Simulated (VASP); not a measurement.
All values below come from r2SCAN meta-GGA, VASP's PBE PAW potentials (set 64) (plane waves; VASP).

VASP ran on this input.

### KPOINTS
```
Automatic mesh
0
Gamma
5 5 3
0 0 0
```

INCAR:
```
SYSTEM = CdSe
PREC = Accurate
ENCUT = 480
EDIFF = 1E-6
NELM = 100
ALGO = Normal
LREAL = .FALSE.
LASPH = .TRUE.
ISMEAR = 0
SIGMA = 0.05
METAGGA = R2SCAN
LMIXTAU = .TRUE.
LMAXMIX = 4
LWAVE = .FALSE.
LCHARG = .FALSE.
IBRION = 2
ISIF = 3
NSW = 60
EDIFFG = -0.02
```

**POSCAR**
```
CdSe
1
    4.3235976135     0.0000000000     0.0000000000
   -2.1617988068     3.7443451289    -0.0000000000
    0.0000000000     0.0000000000     7.0329062603
Cd Se
2 2
Direct
  0.3333330000   0.6666670000   0.0001201367
  0.6666670000   0.3333330000   0.5001201367
  0.3333330000   0.6666670000   0.3758798633
  0.6666670000   0.3333330000   0.8758798633
```

POTCAR, in this order: Cd Se (PBE.64 set). Program: vasp_std.

What VASP printed:

File OSZICAR:
```
       N       E                     dE             d eps       ncg     rms          rms(c)
DAV:   1     0.166849158864E+03    0.16685E+03   -0.17105E+04   440   0.142E+03
DAV:   2    -0.687425644503E+02   -0.23559E+03   -0.23024E+03   494   0.338E+02
DAV:   3    -0.814593118622E+02   -0.12717E+02   -0.12680E+02   542   0.809E+01
DAV:   4    -0.815617103954E+02   -0.10240E+00   -0.10237E+00   476   0.724E+00
DAV:   5    -0.815626217202E+02   -0.91132E-03   -0.91129E-03   560   0.621E-01    0.862E+00
DAV:   6    -0.752830922675E+02    0.62795E+01   -0.66948E+00   500   0.343E+01    0.992E+00
DAV:   7    -0.732619885176E+02    0.20211E+01   -0.63634E-01   440   0.833E+00    0.726E+00
DAV:   8    -0.736113259763E+02   -0.34934E+00   -0.59388E-01   440   0.792E+00    0.739E-01
DAV:   9    -0.710691472725E+02    0.25422E+01   -0.12053E+00   458   0.776E+00    0.817E-01
DAV:  10    -0.712285087667E+02   -0.15936E+00   -0.70274E-02   440   0.221E+00    0.789E-01
DAV:  11    -0.712214998385E+02    0.70089E-02   -0.43677E-03   542   0.599E-01    0.868E-01
DAV:  12    -0.714293834030E+02   -0.20788E+00   -0.62956E-02   458   0.146E+00    0.336E-01
DAV:  13    -0.717956823417E+02   -0.36630E+00   -0.25821E-01   476   0.322E+00    0.466E-01
DAV:  14    -0.717815353169E+02    0.14147E-01   -0.64092E-02   464   0.211E+00    0.304E-01
DAV:  15    -0.717956037103E+02   -0.14068E-01   -0.69145E-03   452   0.701E-01    0.115E-01
DAV:  16    -0.718057601021E+02   -0.10156E-01   -0.46092E-03   476   0.410E-01    0.771E-02
DAV:  17    -0.718113798194E+02   -0.56197E-02   -0.20048E-03   452   0.408E-01    0.637E-02
DAV:  18    -0.718132476580E+02   -0.18678E-02   -0.18772E-03   440   0.372E-01    0.287E-02
DAV:  19    -0.718134949376E+02   -0.24728E-03   -0.16742E-04   440   0.142E-01    0.277E-02
DAV:  20    -0.718133729133E+02    0.12202E-03   -0.13358E-04   476   0.101E-01    0.196E-02
DAV:  21    -0.718134926131E+02   -0.11970E-03   -0.67432E-05   452   0.899E-02    0.611E-03
DAV:  22    -0.718135026485E+02   -0.10035E-04   -0.91211E-06   454   0.267E-02    0.470E-03
DAV:  23    -0.718135051069E+02   -0.24584E-05   -0.46105E-06   392   0.152E-02    0.722E-03
DAV:  24    -0.718135075650E+02   -0.24580E-05   -0.16077E-06   280   0.100E-02    0.463E-03
DAV:  25    -0.718135072994E+02    0.26556E-06   -0.60530E-07   226   0.398E-03
   1 F= -.71813507E+02 E0= -.71813507E+02  d E =-.718135E+02
       N       E                     dE             d eps       ncg     rms          rms(c)
DAV:   1    -0.720188554638E+02   -0.20535E+00   -0.49123E+00   464   0.245E+01    0.373E+00
DAV:   2    -0.718310723844E+02    0.18778E+00   -0.49834E-01   446   0.911E+00    0.125E+00
DAV:   3    -0.718223906264E+02    0.86818E-02   -0.47147E-02   452   0.212E+00    0.115E+00
DAV:   4    -0.718015276643E+02    0.20863E-01   -0.25626E-02   440   0.133E+00    0.273E-01
DAV:   5    -0.718116260910E+02   -0.10098E-01   -0.21901E-02   440   0.135E+00    0.805E-02
DAV:   6    -0.718165000913E+02   -0.48740E-02   -0.93581E-03   440   0.897E-01    0.601E-02
DAV:   7    -0.718187677989E+02   -0.22677E-02   -0.64428E-04   440   0.251E-01    0.216E-02
DAV:   8    -0.718187837489E+02   -0.15950E-04   -0.28667E-05   518   0.473E-02    0.138E-02
DAV:   9    -0.718190017229E+02   -0.21797E-03   -0.15754E-04   440   0.123E-01    0.394E-03
DAV:  10    -0.718190185569E+02   -0.16834E-04   -0.59873E-06   414   0.258E-02    0.383E-03
DAV:  11    -0.718190169210E+02    0.16359E-05   -0.29109E-07   298   0.441E-03    0.241E-03
DAV:  12    -0.718190193109E+02   -0.23899E-05   -0.10370E-06   280   0.121E-02    0.106E-03
DAV:  13    -0.718190184925E+02    0.81846E-06   -0.31468E-07   220   0.619E-03
   2 F= -.71819018E+02 E0= -.71819018E+02  d E =-.551119E-02
       N       E                     dE             d eps       ncg     rms          rms(c)
DAV:   1    -0.718367893584E+02   -0.17770E-01   -0.40436E-01   458   0.691E+00    0.100E+00
DAV:   2    -0.718206439480E+02    0.16145E-01   -0.44150E-02   440   0.270E+00    0.329E-01
DAV:   3    -0.718201783649E+02    0.46558E-03   -0.42051E-03   452   0.617E-01    0.300E-01
DAV:   4    -0.718182073920E+02    0.19710E-02   -0.22732E-03   440   0.392E-01    0.621E-02
DAV:   5    -0.718195158653E+02   -0.13085E-02   -0.19640E-03   440   0.403E-01    0.237E-02
DAV:   6    -0.718197888964E+02   -0.27303E-03   -0.77264E-04   440   0.259E-01    0.211E-02
DAV:   7    -0.718200300659E+02   -0.24117E-03   -0.72335E-05   440   0.835E-02    0.567E-03
DAV:   8    -0.718200285237E+02    0.15422E-05   -0.17694E-06   372   0.121E-02    0.390E-03
DAV:   9    -0.718200477773E+02   -0.19254E-04   -0.11400E-05   440   0.333E-02    0.979E-04
DAV:  10    -0.718200481073E+02   -0.33005E-06   -0.26315E-07   238   0.525E-03
   3 F= -.71820048E+02 E0= -.71820048E+02  d E =-.654081E-02
```

**OUTCAR**
```
------------------------ aborting loop because EDIFF is reached ----------------------------------------
  FORCE on cell =-STRESS in cart. coord.  units (eV):
  Direction    XX          YY          ZZ          XY          YZ          ZX
  --------------------------------------------------------------------------------------
  Total       -0.0078938     -0.0078938      0.0225038      0.0000000     -0.0000000      0.0000000
  in kB       -0.1090681     -0.1090680      0.3109328      0.0000000     -0.0000000      0.0000000
  external PRESSURE =       0.0309322 kB  Pullay stress =       0.0000000 kB
  volume of cell :      115.96
      direct lattice vectors                 reciprocal lattice vectors
     4.348054542 -0.000000000  0.000000000     0.229987915  0.132783593 -0.000000000
    -2.174027271  3.765525446  0.000000000     0.000000000  0.265567187 -0.000000000
     0.000000000  0.000000000  7.082382539     0.000000000  0.000000000  0.141195423
  FREE ENERGIE OF THE ION-ELECTRON SYSTEM (eV)
  ---------------------------------------------------
  free  energy   TOTEN  =       -71.8200481073 eV

  energy  without entropy=      -71.8200481073  energy(sigma->0) =      -71.82004811

 reached required accuracy - stopping structural energy minimisation
```
(Selected blocks of OUTCAR.)

CONTCAR:
```
CdSe
   1.00000000000000
     4.3480545415802192   -0.0000000000003266    0.0000000000000000
    -2.1740272708406754    3.7655254458411465    0.0000000000000000
     0.0000000000000000    0.0000000000000000    7.0823825390470345
  Cd              Se
     2     2
Direct
     0.3333330000000032    0.6666669999999968    0.0000262099043093
     0.6666669999999968    0.3333330000000032    0.5000262099043095
     0.3333330000000032    0.6666669999999968    0.3759737900956883
     0.6666669999999968    0.3333330000000032    0.8759737900956882
```

### OUTCAR
```
 val. band max:        0.4136393476   @ k =   0.0000   0.0000   0.0000

 cond. band min:       1.4966799898   @ k =   0.0000   0.0000   0.0000


 Fermi energy:         0.6249892932

 k-point     1 :       0.0000    0.0000    0.0000
  band No.  band energies     occupation
      1     -12.4388      2.00000
      2     -12.0791      2.00000
      3      -7.6531      2.00000
      4      -7.6460      2.00000
      5      -7.6460      2.00000
      6      -7.5781      2.00000
      7      -7.5781      2.00000
      8      -7.3187      2.00000
      9      -7.3187      2.00000
     10      -7.2616      2.00000
     11      -7.2616      2.00000
     12      -7.0010      2.00000
     13      -3.8288      2.00000
     14      -0.3206      2.00000
     15      -0.3205      2.00000
     16       0.3744      2.00000
     17       0.4136      2.00000
     18       0.4136      2.00000
     19       1.4967      0.00000
     20       3.0384      0.00000
     21       6.7845      0.00000
     22       6.7845      0.00000

 k-point     2 :       0.2000    0.0000    0.0000
  band No.  band energies     occupation
      1     -12.3293      2.00000
      2     -12.0316      2.00000
      3      -7.6189      2.00000
      4      -7.6085      2.00000
      5      -7.5519      2.00000
      6      -7.5244      2.00000
      7      -7.5205      2.00000
      8      -7.3367      2.00000
      9      -7.3156      2.00000
     10      -7.2888      2.00000
     11      -7.2540      2.00000
     12      -6.9380      2.00000
     13      -3.6052      2.00000
     14      -1.5951      2.00000
     15      -1.1910      2.00000
     16      -0.7348      2.00000
     17       0.0884      2.00000
     18       0.1598      2.00000
     19       3.0107      0.00000
     20       4.1466      0.00000
     21       5.9965      0.00000
     22       6.9808      0.00000

 k-point     3 :       0.4000    0.0000    0.0000
  band No.  band energies     occupation
      1     -12.1290      2.00000
...
```

The compound is CdSe in the wurtzite structure. This run relaxes it. Symmetry was kept, so distortions that lower it aren't found. The start is the result of an earlier pass.
